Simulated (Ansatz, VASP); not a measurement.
# H3C2N: VASP beside Ansatz

Wanted: the spread between two codes on one cell, functional and k mesh. The structure shown is frame 185 of Ansatz's trajectory.

Method: plane waves, with VASP 6.6.1 beside it; single point at PBE with D4, in Ansatz 0.2.0.

## (1) The structure

The cell holds 102 atoms: 34 C, 17 N and 51 H. Cell: a = 11.382 Å, b = 11.382 Å, c = 11.382 Å, α = 90.0°, β = 90.0°, γ = 90.0°. As first built, before any earlier steps moved the atoms (in the runner's words): 17 acetonitrile placed at random, at 0.786 g/cm^3; overlaps pushed apart, then 10 ps at 393 K with MMFF94 bonds, angles, torsions, charges and radii (Halgren, J. Comput. Chem. 17, 490 (1996)) in harmonic and 12-6 forms. Snapshot after 20 ps at 293 K and fixed volume.

## (2) Ansatz: dynamics, PBE with D4

Ansatz runs on its default PAW (the set named soft_2) files.

One frame of this run of dynamics is then solved in both programs, so the motion causes no difference.

File input.yaml:

```yaml
crystal:
  lattice:
    - [11.38169, 0.0, 0.0]
    - [0.0, 11.38169, 0.0]
    - [0.0, 0.0, 11.38169]
  atoms:
    - { symbol: C, position: [0.3204, 0.28391, 0.76625] }
    - { symbol: C, position: [0.40278, 0.32085, 0.67927] }
    - { symbol: "N", position: [0.48435, 0.33634, 0.62266] }
    - { symbol: H, position: [0.34797, 0.21256, 0.82316] }
    - { symbol: H, position: [0.24419, 0.24449, 0.72326] }
    - { symbol: H, position: [0.2892, 0.35673, 0.82285] }
    - { symbol: C, position: [0.95087, 0.595, 0.5615] }
    - { symbol: C, position: [0.0621, 0.55362, 0.61757] }
    - { symbol: "N", position: [0.13486, 0.50208, 0.66725] }
    - { symbol: H, position: [0.8893, 0.52896, 0.53373] }
    - { symbol: H, position: [0.97988, 0.63011, 0.47733] }
    - { symbol: H, position: [0.90098, 0.65824, 0.60885] }
    - { symbol: C, position: [0.23738, 0.72641, 0.86208] }
    - { symbol: C, position: [0.17156, 0.72747, 0.97213] }
    - { symbol: "N", position: [0.11323, 0.73408, 0.05497] }
    - { symbol: H, position: [0.17327, 0.74839, 0.78835] }
    - { symbol: H, position: [0.27999, 0.64448, 0.85564] }
    - { symbol: H, position: [0.30161, 0.79875, 0.85552] }
    - { symbol: C, position: [0.46922, 0.67039, 0.5521] }
    - { symbol: C, position: [0.41514, 0.60039, 0.46078] }
    - { symbol: "N", position: [0.36708, 0.53847, 0.39711] }
    - { symbol: H, position: [0.56378, 0.68021, 0.53774] }
    - { symbol: H, position: [0.45524, 0.62715, 0.64158] }
    - { symbol: H, position: [0.43972, 0.75717, 0.552] }
    - { symbol: C, position: [0.96122, 0.29622, 0.90822] }
    - { symbol: C, position: [0.92013, 0.31704, 0.78654] }
    - { symbol: "N", position: [0.89059, 0.32871, 0.68924] }
    - { symbol: H, position: [0.9797, 0.20274, 0.91841] }
    - { symbol: H, position: [0.89089, 0.31517, 0.97504] }
    - { symbol: H, position: [0.0353, 0.35164, 0.92058] }
    - { symbol: C, position: [0.47702, 0.34782, 0.1926] }
    - { symbol: C, position: [0.49933, 0.29537, 0.07943] }
    - { symbol: "N", position: [0.51591, 0.25858, 0.98559] }
    - { symbol: H, position: [0.39866, 0.31902, 0.2283] }
    - { symbol: H, position: [0.48656, 0.4423, 0.2009] }
    - { symbol: H, position: [0.54055, 0.29248, 0.25204] }
    - { symbol: C, position: [0.21717, 0.08568, 0.07038] }
    - { symbol: C, position: [0.18288, 0.07842, 0.19174] }
    - { symbol: "N", position: [0.16111, 0.07923, 0.28985] }
    - { symbol: H, position: [0.20223, 0.00349, 0.02143] }
    - { symbol: H, position: [0.30882, 0.1052, 0.05755] }
    - { symbol: H, position: [0.16825, 0.15081, 0.02058] }
    - { symbol: C, position: [0.69592, 0.38274, 0.46106] }
    - { symbol: C, position: [0.74045, 0.26876, 0.47426] }
    - { symbol: "N", position: [0.78783, 0.17787, 0.48323] }
    - { symbol: H, position: [0.60345, 0.38511, 0.44586] }
    - { symbol: H, position: [0.73915, 0.43084, 0.38834] }
    - { symbol: H, position: [0.70524, 0.42859, 0.54835] }
    - { symbol: C, position: [0.88342, 0.0818, 0.20999] }
    - { symbol: C, position: [0.83472, 0.19775, 0.19578] }
    - { symbol: "N", position: [0.79948, 0.29119, 0.18473] }
    - { symbol: H, position: [0.91508, 0.06626, 0.30075] }
    - { symbol: H, position: [0.95399, 0.06736, 0.15016] }
    - { symbol: H, position: [0.8153, 0.01633, 0.19837] }
    - { symbol: C, position: [0.63255, 0.08187, 0.76851] }
    - { symbol: C, position: [0.68952, 0.04705, 0.87723] }
    - { symbol: "N", position: [0.73157, 0.02541, 0.96849] }
    - { symbol: H, position: [0.66346, 0.16121, 0.73645] }
    - { symbol: H, position: [0.53738, 0.08214, 0.77839] }
    - { symbol: H, position: [0.65023, 0.0244, 0.69258] }
    - { symbol: C, position: [0.83076, 0.77776, 0.00194] }
    - { symbol: C, position: [0.79919, 0.77309, 0.87622] }
    - { symbol: "N", position: [0.78374, 0.77312, 0.77348] }
    - { symbol: H, position: [0.87034, 0.86113, 0.03267] }
    - { symbol: H, position: [0.90135, 0.71306, 0.02063] }
    - { symbol: H, position: [0.75467, 0.75574, 0.05877] }
    - { symbol: C, position: [0.93578, 0.97365, 0.61907] }
    - { symbol: C, position: [0.01205, 0.99291, 0.7195] }
    - { symbol: "N", position: [0.0755, 0.01292, 0.8001] }
    - { symbol: H, position: [0.95377, 0.8926, 0.57422] }
    - { symbol: H, position: [0.94227, 0.05043, 0.56203] }
    - { symbol: H, position: [0.84298, 0.97978, 0.64354] }
    - { symbol: C, position: [0.47623, 0.11052, 0.40423] }
    - { symbol: C, position: [0.47976, 0.99572, 0.35091] }
    - { symbol: "N", position: [0.47813, 0.90266, 0.31524] }
    - { symbol: H, position: [0.48132, 0.10419, 0.49649] }
    - { symbol: H, position: [0.41193, 0.17072, 0.38289] }
    - { symbol: H, position: [0.55399, 0.15733, 0.38835] }
    - { symbol: C, position: [0.08426, 0.42298, 0.32276] }
    - { symbol: C, position: [0.11193, 0.39637, 0.19327] }
    - { symbol: "N", position: [0.14818, 0.37441, 0.10131] }
    - { symbol: H, position: [0.04165, 0.50988, 0.32937] }
    - { symbol: H, position: [0.16836, 0.41484, 0.36761] }
    - { symbol: H, position: [0.0249, 0.35846, 0.35869] }
    - { symbol: C, position: [0.59567, 0.69519, 0.20773] }
    - { symbol: C, position: [0.67136, 0.68812, 0.31464] }
    - { symbol: "N", position: [0.73589, 0.67134, 0.39158] }
    - { symbol: H, position: [0.64143, 0.64016, 0.14487] }
    - { symbol: H, position: [0.58778, 0.78223, 0.17156] }
    - { symbol: H, position: [0.50456, 0.6624, 0.22672] }
    - { symbol: C, position: [0.18046, 0.76983, 0.32204] }
    - { symbol: C, position: [0.17834, 0.83381, 0.43552] }
    - { symbol: "N", position: [0.18444, 0.8727, 0.5265] }
    - { symbol: H, position: [0.27358, 0.7527, 0.30679] }
    - { symbol: H, position: [0.13821, 0.82265, 0.25208] }
    - { symbol: H, position: [0.14595, 0.68456, 0.32798] }
    - { symbol: C, position: [0.64675, 0.45068, 0.82202] }
    - { symbol: C, position: [0.56741, 0.53464, 0.87509] }
    - { symbol: "N", position: [0.51746, 0.61284, 0.91708] }
    - { symbol: H, position: [0.72209, 0.46036, 0.87588] }
    - { symbol: H, position: [0.67582, 0.47738, 0.73605] }
    - { symbol: H, position: [0.62453, 0.35574, 0.81378] }
kpoints:
  mp_grid: { grid: [1, 1, 1] }
hamiltonian:
  xc: pbe
  dispersion: d4
scf:
  occupations: { method: fermi_dirac, width: 0.05 }
output:
  forces: true
md:
  timestep: 0.5
  n_steps: 554
  ensemble: nvt_nose_hoover
  temperature: 293
  initial_velocities: maxwell_boltzmann
  seed: 5886
```

Started as:

```bash
> ansatz run input.yaml --threads 4 --pin off --max-ram 8192MiB --backend cpu --events-out ev --progress --plain --runs-dir out
```

Numbers of over 12 decimals in the logs are rounded to 6 here.

The log of the run:

```text
Warning: md: disabling space-group detection — thermal motion breaks the input geometry's symmetry, so no spatial operation reduces the k-mesh or symmetrises the density; time reversal is kept, so that k and −k are solved as one point where they differ and the mesh holds both, and exact exchange and, on two spinor components, a DFT+U term hold to it where the run has them: on two components no moment then forms, and  [...]
Engine: ansatz 0.2.0, aarch64-unknown-linux-gnu
Pseudopotentials: kind: paw
Pseudopotential: C, paw, valence charge 4, recommended cutoff 420 eV (normal), C.paw.azcp
Pseudopotential: N, paw, valence charge 5, recommended cutoff 420 eV (normal), N.paw.azcp
Pseudopotential: H, paw, valence charge 1, recommended cutoff 420 eV (normal), H.paw.azcp
Functional definition: PBE
  parameter kappa = 0.804
  parameter beta = 0.066725
  exchange = pbe_x(kappa = kappa, mu = beta*pi^2/3)
  correlation = pbe_c(beta = beta)
Crystal: 102 atoms, lattice volume = 1474.417 Å³
Basis set: ecut = 420 eV, 28671 PW (Γ), exchange–correlation on 160×160×160 points (8 copies of the dense FFT grid, shifted against one another)
Bands: 238, of which v1, the nominal top of the filled ones, is band 136 counted from 1 (135 counted from 0)
Symmetry: 1 space group operations
k-points: 1
Non-local potential: C, projectors of the file, l = 0: 2, l = 1: 2, l = 2: 1
Non-local potential: N, projectors of the file, l = 0: 2, l = 1: 2, l = 2: 1
Non-local potential: H, projectors of the file, l = 0: 2, l = 1: 1
PAW form: soft (Blöchl's): semilocal exchange-correlation on the pseudo side does not see the compensation charge
PAW one-centre angular grid: C, 110 points (default); XC on 64 Gauss nodes
PAW one-centre angular grid: N, 110 points (default); XC on 64 Gauss nodes
PAW one-centre angular grid: H, 110 points (default); XC on 64 Gauss nodes
Initial density: superposition of atomic densities (neutral atoms: chi_scale 0, normalization atom), corrected by the library's trained network
Initial wavefunctions: pseudopotential atomic-orbital guess
Functional: x = pbe(κ = 0.804, μ = 0.219515), c = pbe(β = 0.066725)
SCF iter   1: F=—  HF=-15869.528242 eV  |F-HF|=—  |Δ(HF+E_count)|=         —  Δρ=3.21e-3  dr2=2.09e-1  ethr=1.77e-3  ⟨swp⟩=6.0  Hψ=1082  notcnv=0  defer=31
preconditioner: auto → Resta (q_TF=auto, 2.058 Å⁻¹)  ε∞=2.3  [insulator: Δε(μ)=6.208 eV  Ē_g=14.187 eV  σ=0.050 eV  W_gap=1.00  n_scr=202 (ndim 8)  ℏωp=15.9 eV  f_vac=0.277  D(μ)=0.00/eV (n_scr^D=0)  ε∞_Penn≈2.3]
SCF iter   2: F=—  HF=-15869.566571 eV  |F-HF|=—  |Δ(HF+E_count)|=   3.83e-2  Δρ=1.92e-3  dr2=6.83e-2  ethr=7.67e-5  ⟨swp⟩=2.0  Hψ=415  notcnv=0  defer=96
SCF iter   3: F=—  HF=-15869.574111 eV  |F-HF|=—  |Δ(HF+E_count)|=   7.54e-3  Δρ=9.91e-4  dr2=2.54e-2  ethr=2.51e-5  ⟨swp⟩=2.0  Hψ=282  notcnv=0  defer=96
SCF iter   4: F=—  HF=-15869.575675 eV  |F-HF|=—  |Δ(HF+E_count)|=   1.56e-3  Δρ=2.81e-4  dr2=1.90e-3  ethr=9.33e-6  ⟨swp⟩=2.0  Hψ=283  notcnv=0  defer=96
SCF iter   5: F=—  HF=-15869.575314 eV  |F-HF|=—  |Δ(HF+E_count)|=   3.61e-4  Δρ=2.10e-4  dr2=8.45e-4  ethr=7.00e-7  ⟨swp⟩=2.0  Hψ=394  notcnv=0  defer=96
SCF iter   6: F=—  HF=-15869.575157 eV  |F-HF|=—  |Δ(HF+E_count)|=   1.57e-4  Δρ=9.52e-5  dr2=1.56e-4  ethr=3.11e-7  ⟨swp⟩=2.0  Hψ=275  notcnv=0  defer=96
SCF iter   7: F=—  HF=-15869.575135 eV  |F-HF|=—  |Δ(HF+E_count)|=   2.25e-5  Δρ=2.46e-5  dr2=1.06e-5  ethr=5.75e-8  ⟨swp⟩=2.0  Hψ=275  notcnv=0  defer=96
SCF iter   8: F=—  HF=-15869.575290 eV  |F-HF|=—  |Δ(HF+E_count)|=   1.56e-4  Δρ=1.83e-5  dr2=6.32e-6  ethr=3.89e-9  ⟨swp⟩=2.0  Hψ=276  notcnv=0  defer=96
SCF iter   9: F=—  HF=-15869.575289 eV  |F-HF|=—  |Δ(HF+E_count)|=   1.22e-6  Δρ=4.31e-6  dr2=2.97e-7  ethr=2.32e-9  ⟨swp⟩=2.0  Hψ=272  notcnv=0  defer=96
SCF iter  10: F=-15869.575289 eV  HF=-15869.575289 eV  |F-HF|=2.99e-8  |Δ(HF+E_count)|=   9.42e-8  Δρ=1.89e-6  dr2=6.34e-8  ethr=3.68e-11  ⟨swp⟩=4.0  Hψ=616  notcnv=0
SCF 1 converged in 10 iterations: F = -15869.575289 eV  dr2 = 6.34e-8
  greatest PAW one-centre occupation: 0.845 electrons in one spin orbital (limit 2), on the N atom at site 92 (counted from 0), in its partial waves of l = 0
md step     0: t =     0.00 fs  T =   293.0 K  F+E_penalty+E_count = -15869.57528932 eV  E_kin = 3.825191 eV  conserved = -15865.75009817 eV  (10 SCF iters)
Initial density: handed on by an earlier stage of this run
Initial wavefunctions: those handed on with the density
iter 1 solved again at ethr=1.44e-5 eV; its pass at ethr=3.10e-3 eV (dr2=3.92e-2 eV) is discarded
[...]
SCF converged after 9 iterations
Free energy (F): -15870.121428 eV
Harris-Foulkes:  -15870.121428 eV  (|F-HF|=4.35e-8)
Internal energy: -15870.121428 eV  (E = F + TS)
E sigma→0 (E₀):  -15870.121428 eV
Fermi energy:    -0.607747 eV
--- Per-component energies (eV) ---
  E_band       = -2391.034797
  E_kinetic    = 5890.765442
  E_local      = -17931.946360  (includes V_loc(G=0)·N_el)
  E_nonlocal   = 1832.353783
  E_hartree    = 6120.516922
  E_xc         = -3057.102612
  E_vxc        = -3830.319965  (∫ρ·V_xc dr)
  E_paw        = -5570.417705  (= ΣΔE_a)
  E_vpaw       = -592.855422  (= ΣTr[D̂ρ^β])
  E_aug_tail   = -0.066526  (compensation charges beyond the density's cutoff)
  E_ewald      = -3150.157169
  E_disp       = -4.067204  (pairwise vdW)
  E_smearing   = -0.000000  (= −TS)
  E_closure    = -0.000000  (closes the sum)
  Σ components = -15870.121428   (vs F -15870.121428, Δ=0.00e0)
--- Forces (eV/Å), atoms counted from 1 ---
  atom   1  C     -0.20975215     0.26702442    -1.08651002
  atom   2  C      1.50880092    -0.31983835     1.49442689
  atom   3  N     -1.88830124     0.32538715    -0.57786142
  atom   4  H      0.53752963    -0.26560740    -0.09025517
  atom   5  H     -0.06163469     0.22252301     0.37254912
  atom   6  H      0.14973574    -0.08187583    -0.32227816
  atom   7  C      0.82276440     1.08257634     0.19624811
  atom   8  C     -0.25852546    -0.97398436    -1.34416319
  atom   9  N      0.26995893     0.20256735     0.60536901
  atom  10  H     -0.06673656     0.40339933    -0.28406613
  atom  11  H     -1.62919072    -0.35825404     0.79085079
  atom  12  H      0.85125210    -0.31960129     0.00780870
  atom  13  C     -0.92146242    -0.61169234    -1.09938038
  atom  14  C     -0.82174036    -0.92172295     1.38138759
  atom  15  N      0.91094476     0.78306132    -1.26942230
  atom  16  H      0.45390115     0.26482853     0.18789729
  atom  17  H     -0.16128278     0.24834477     0.47026831
  atom  18  H      0.46968446     0.34418059     0.49166025
  atom  19  C     -0.75069364     1.04724042     0.56161999
  atom  20  C     -0.58518742    -0.85350290    -1.94362460
  atom  21  N      0.58568472     0.87872009     1.41773409
  atom  22  H     -0.48424307     0.46612542    -0.36437179
  atom  23  H      0.02450637    -1.19720651     0.83777679
  atom  24  H      0.95231770    -0.08256219    -0.38768758
[...]
atom  95  H      0.72330588    -0.68188318    -0.29424697
  atom  96  H      0.27057186     0.51984497     0.16269134
  atom  97  C     -0.11933990    -0.52884665     0.93217714
  atom  98  C      0.04975197    -1.33675426    -1.45733301
  atom  99  N     -0.58925844     1.77751374     1.83920781
  atom 100  H     -0.23774828     0.16545204     0.04624800
  atom 101  H      1.19500245    -0.50032303     0.09544482
  atom 102  H     -0.05373599     0.56511861    -1.30671961
  max |Σ_I F_I| component: 1.69e-4 eV/Å
--- Band table (eV) ---
  k-point 0: bands = [... 132 lower, -3.8052, -3.7715, -3.7605, -3.5879, 2.3717, 2.5176, 2.5772, 2.7048, ... 98 higher]
--- MD trajectory: 554 steps, t = 0.0 → 277.0 fs ---
  final state: T = 244.1 K   F+E_penalty+E_count = -15870.12142799 eV   E_kin = 3.186150 eV
  conserved energy: peak-to-peak 8.088e-3 eV (7.929e-5 eV/atom) over 277.0 fs
```

## (3) VASP: single point, PBE with D4

The same cell, functional, mesh and smearing now go to VASP, with its own data sets.

Lines of VASP's logs that name or quote its potential files are left out, and so is its time.

File INCAR:

```
SYSTEM = H3C2N
PREC = Accurate
ENCUT = 520
EDIFF = 1E-06
NELM = 120
ISMEAR = -1
SIGMA = 0.05
LREAL = Auto
ALGO = Normal
GGA = PE
IVDW = 13
NBANDS = 208
LORBIT = 11
LWAVE = .FALSE.
LCHARG = .FALSE.
ISIF = 2
LASPH = .TRUE.
GGA_COMPAT = .FALSE.
EFERMI = MIDGAP
NCORE = 2
```

File POSCAR:

```
H3C2N
1.0
   11.3816900000      0.0000000000      0.0000000000
    0.0000000000     11.3816900000      0.0000000000
    0.0000000000      0.0000000000     11.3816900000
C N H
34 17 51
Direct
    0.2901063023      0.2816102002      0.7666172598
    0.3770090382      0.3267792393      0.6786162688
    0.9488397593      0.6135029156      0.5550054517
    0.0530413322      0.5696869270      0.6074932633
    0.2796509130      0.7331248699      0.8592924249
    0.2125431285      0.7378956904      0.9700844075
    0.4481320437      0.6161387281      0.5812581436
    0.3821049422      0.5752309191      0.4786196075
    0.9424259490      0.2784647974      0.8893319006
    0.9153825135      0.3177823329      0.7692442862
    0.4443013296      0.4023128375      0.1637103102
    0.4708791049      0.3096728166      0.0755687424
    0.1876083429      0.0539902247      0.0697787411
    0.1841554286      0.0936767738      0.1928008934
    0.7113706313      0.4010388615      0.4566808620
    0.7309195735      0.2742650696      0.4716698487
    0.8645113336      0.0778179690      0.2192117339
    0.8336547560      0.2018153719      0.1988456899
    0.6723166770      0.0787668615      0.7652114932
    0.7002387167      0.0423926499      0.8869772415
    0.8708987857      0.7550811874      0.9625275333
    0.8095370723      0.7371664489      0.8566126823
    0.9571074243      0.9695221008      0.6431909497
    0.0093659202      0.0013539290      0.7548176062
    0.4339513728      0.1233384497      0.4252268336
    0.4322205226      0.0129690758      0.3600871224
    0.0735918831      0.3954597252      0.2817771350
    0.1305166456      0.3655783983      0.1758438334
    0.6077041283      0.6767536280      0.2072627176
    0.6829477872      0.6805228398      0.3100594024
[... 66 atom lines left out ...]
    0.2721476336      0.7802619822      0.2872947691
    0.1158527424      0.8086057519      0.2910903390
    0.1914566290      0.6760858888      0.3539544655
    0.7348469340      0.5339980267      0.7688137702
    0.5982064175      0.4390912070      0.7389588014
    0.6967770164      0.3875347158      0.8417115560
```

File KPOINTS:

```
Automatic mesh
0
Gamma
1 1 1
0 0 0
```

Potentials, in the order of the species: C, N and H (PBE family, release 64).

Started as:

```bash
> mpirun -np 8 vasp_gam
```

The log of the run:

```text
[banner, memory and clock lines left out]
running    8 mpi-ranks, on    1 nodes
[...]
LDA part: xc-table for (Slater+PW92), standard interpolation
 POSCAR, INCAR and KPOINTS ok, starting setup
[...]
entering main loop
       N       E                     dE             d eps       ncg     rms          rms(c)
DAV:   1     0.198923630230E+04    0.19892E+04   -0.13157E+05   424   0.116E+03
DAV:   2    -0.410628571272E+03   -0.23999E+04   -0.22947E+04   544   0.271E+02
DAV:   3    -0.680869096198E+03   -0.27024E+03   -0.26785E+03   528   0.934E+01
DAV:   4    -0.688261953518E+03   -0.73929E+01   -0.73552E+01   512   0.183E+01
[...]
DAV:  19    -0.624588054532E+03    0.25906E-05   -0.65332E-06   464   0.736E-03    0.275E-03
DAV:  20    -0.624588053370E+03    0.11627E-05   -0.62361E-07   344   0.375E-03    0.108E-03
DAV:  21    -0.624588053149E+03    0.22081E-06   -0.68612E-07   336   0.238E-03
   1 F= -.62872046E+03 E0= -.62872046E+03  d E =0.000000E+00
```

Parts of OUTCAR (step 3):

```text
  FREE ENERGIE OF THE ION-ELECTRON SYSTEM (eV)
  ---------------------------------------------------
  free  energy   TOTEN  =      -628.7204598453 eV

  energy  without entropy=     -628.7204598453  energy(sigma->0) =     -628.72045985

[... 1 further part left out ...]
```

The run ends at a pressure of 0.10 GPa, with forces up to 3.6 eV/Å.

## (4) Side by side

Known differences besides the potentials themselves: the cutoff is 420 eV in Ansatz and 520 eV in VASP (PREC = Accurate, projectors in real space). Total energies have different zeros and are not compared.

Forces on 7 of the 102 atoms, those with the largest forces and the largest differences (eV/Å; atoms numbered as in POSCAR):

| atom | Ansatz x, y, z | VASP x, y, z |
| --- | --- | --- |
| C7 | 1.348, 1.859, -2.732 | 1.319, 1.851, -2.741 |
| C11 | -2.499, -1.942, -1.305 | -2.488, -1.946, -1.303 |
| C30 | -1.757, 0.124, -2.036 | -2.125, 0.156, -2.444 |
| C32 | -0.563, -1.311, -2.608 | -0.687, -1.537, -3.106 |
| N49 | 1.721, 0.011, 2.163 | 2.092, -0.026, 2.577 |
| N50 | 0.389, 1.122, 2.446 | 0.516, 1.352, 2.937 |
| H69 | 2.518, 0.554, 2.171 | 2.522, 0.553, 2.175 |

The forces differ by 145 meV/Å r.m.s., which is 16.5 % of the r.m.s. force of 0.877 eV/Å (both taken over all components).

## (5) What came out

- r.m.s. force difference (single point, PBE with D4): 16 % of the r.m.s. force

In words: The r.m.s. force difference is 16 % of the r.m.s. force (single point, PBE with D4), beyond the 3 % picked in this series as the mark of a large difference. What causes the difference of the single point, PBE with D4 pair stays open here. 2 further runs of this series are not shown here. How closely two codes agree says nothing of how well the functional describes the real material.

[Lines on the potential files, build, host, timing and source positions are cut from VASP's logs without a mark.]

[Logs are printed without paths, hosts, clocks, repeated set-up lines and the standing remarks that a program may print on its own settings, such as how far it seeks lower states.]

[Hosts, paths, dates, database ids (printed as entryN), source tags and the programs' standing remarks are cut or masked in the printed files.]

[The MMFF94 radii named for the starting cell were scaled by 0.96; in molecules described by MMFF94, hydrogen bound to N, O or S took a small fixed 12-6 site in their place.]
